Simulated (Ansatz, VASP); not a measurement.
# Cross-check of Sn between VASP and Ansatz, part 3 of 3

Wanted: the spread between two codes on one cell, functional and k mesh. The structure shown is the end of the Ansatz relaxation below.

VASP 6.6.1 and Ansatz 0.2.0.

So far: Starting point; Ansatz: relaxation, r2SCAN; VASP: single point, r2SCAN.

### Step 3. VASP: single point, r2SCAN (continued)

Level of this step: r2SCAN; plane waves and PAW (Sn_d) (VASP).

Numbers of over 12 decimals in the logs are rounded to 6 here.

From OUTCAR (step 3):

```text
ion  position               nearest neighbor table
   1  0.500  0.500  0.500-   2 2.81   2 2.81   2 2.81   2 2.82
   2  0.750  0.750  0.750-   1 2.81   1 2.81   1 2.81   1 2.82

  LATTYP: Found a body centered tetragonal cell.
 ALAT       =     4.5048583170
 C/A-ratio  =     1.4983162287

 Subroutine GETGRP returns: Found  4 space group operations
 (whereof  2 operations were pure point group operations)

The static configuration has the point symmetry C_1h.
 The point group associated with its full space group is C_2h.

   k-points           NKPTS =   1728   k-points in BZ     NKDIM =   1728   number of bands    NBANDS=     20

   dimension x,y,z NGX =    36 NGY =   36 NGZ =   36
   dimension x,y,z NGXF=    72 NGYF=   72 NGZF=   72

   ENCUT  =  550.0 eV  40.42 Ry    6.36 a.u.   8.87  8.87  8.61*2*pi/ulx,y,z

   NELECT =      28.0000    total number of electrons

 k-points in reciprocal lattice and weights: Points of the shifted mesh
   0.04166667  0.04166667  0.04166667       0.001
   0.04166667  0.04166667  0.12500000       0.001
   0.04166667  0.04166667  0.20833333       0.001
   0.04166667  0.04166667  0.29166667       0.001
   0.04166667  0.04166667  0.37500000       0.001
   0.04166667  0.04166667  0.45833333       0.001
   0.04166667  0.04166667  0.54166667       0.001
   0.04166667  0.04166667  0.62500000       0.001
   0.04166667  0.04166667  0.70833333       0.001
[...]
0.95833333  0.95833333  0.87500000       0.001
   0.95833333  0.95833333  0.95833333       0.001

 average (electrostatic) potential at core
       1-107.0446       2-107.0446

 E-fermi :   5.6584

 k-point     1 :       0.0417    0.0417    0.0417
  band No.  band energies     occupation
    ...
     10     -16.4277      2.00000
     11      -5.5374      2.00000
     12       4.6772      2.00000
     13       5.3560      2.00000
     14       5.6635      0.63185
     15       5.9363      0.00000
     16       7.7560      0.00000
     17       7.7574      0.00000
     18       8.0349      0.00000
     19      11.0644      0.00000
    ...

 k-point     2 :       0.0417    0.0417    0.1250
  band No.  band energies     occupation
    ...
     10     -16.4193      2.00000
     11      -5.4402      2.00000
     12       3.7633      2.00000
     13       4.8992      2.00000
     14       5.6031      2.00000
     15       6.4181      0.00000
     16       7.8631      0.00000
     17       7.8647      0.00000
     18       8.6653      0.00000
     19      11.5316      0.00000
    ...

 k-point     3 :       0.0417    0.0417    0.2083
  band No.  band energies     occupation
    ...
     10     -16.4038      2.00000
     11      -5.2052      2.00000
     12       2.4276      2.00000
     13       4.5487      2.00000
     14       5.3321      2.00000
     15       6.3949      0.00000
     16       8.2509      0.00000
     17       8.3870      0.00000
     18       9.5505      0.00000
     19      12.2148      0.00000
    ...

  Total        0.9454627      0.9454627     -0.0446582     -0.0047426     -0.0096667     -0.0096667
  in kB       22.1176036     22.1176036     -1.0447087     -0.1109461     -0.2261367     -0.2261364
  external PRESSURE =      14.3968328 kB  Pullay stress =       0.0000000 kB

  energy-cutoff  :      550.00
  volume of cell :       68.49
      direct lattice vectors                 reciprocal lattice vectors
     0.000000000  3.185415864  3.374851162    -0.156965376  0.156965376  0.148154682
     3.185415864  0.000000000  3.374851162     0.156965376 -0.156965376  0.148154682
     3.185415864  3.185415864  0.000000000     0.156965376  0.156965376 -0.148154682

 POSITION                                       TOTAL-FORCE (eV/Angst)
 -----------------------------------------------------------------------------------
      3.18520      3.18520      3.37471        -0.000106     -0.000106      0.000186
      4.77834      4.77834      5.06242         0.000106      0.000106     -0.000186
 -----------------------------------------------------------------------------------
    total drift:                                0.000000      0.000000     -0.000000

  FREE ENERGIE OF THE ION-ELECTRON SYSTEM (eV)
  ---------------------------------------------------
  free  energy   TOTEN  =       -49.4672842863 eV

  energy  without entropy=      -49.4672668207  energy(sigma->0) =      -49.46727555

 total charge
# of ion       s       p       d       tot
------------------------------------------
    1        1.126   1.275   9.964  12.366
    2        1.126   1.275   9.964  12.366
--------------------------------------------------
tot          2.252   2.550  19.929  24.731

[... 3 further parts left out ...]
```

The run ends at a pressure of 1.44 GPa, with forces up to 2.4e-4 eV/Å.

### Step 4. Side by side

Known differences besides the potentials themselves: VASP keeps PBE cores, Ansatz makes them for the functional; the cutoff is 500 eV in Ansatz and 550 eV in VASP; Ansatz's pressure holds a Pulay correction, VASP's none. Total energies have different zeros and are not compared.

The two programs side by side:

```tsv
quantity	Ansatz	VASP	difference
pressure (GPa)	1.54	1.44	+0.10
```

### Step 5. Outcome

| Property | Result |
| --- | --- |
| difference in pressure (single point, r2SCAN) | 0.10 GPa |

In words: The difference in pressure is 0.10 GPa (single point, r2SCAN), within the 1 GPa picked in this series as the mark of a large difference. Such differences can come from data sets, numerical settings and the points named under the comparisons, not from the functional's error against experiment.

[Lines on the potential files, build, host, timing and source positions are cut from VASP's logs without a mark.]

[Logs are printed without paths, hosts, clocks, repeated set-up lines and the standing remarks that a program may print on its own settings, such as how far it seeks lower states.]

[Hosts, paths, dates, database ids (printed as entryN), source tags and the programs' standing remarks are cut or masked in the printed files.]
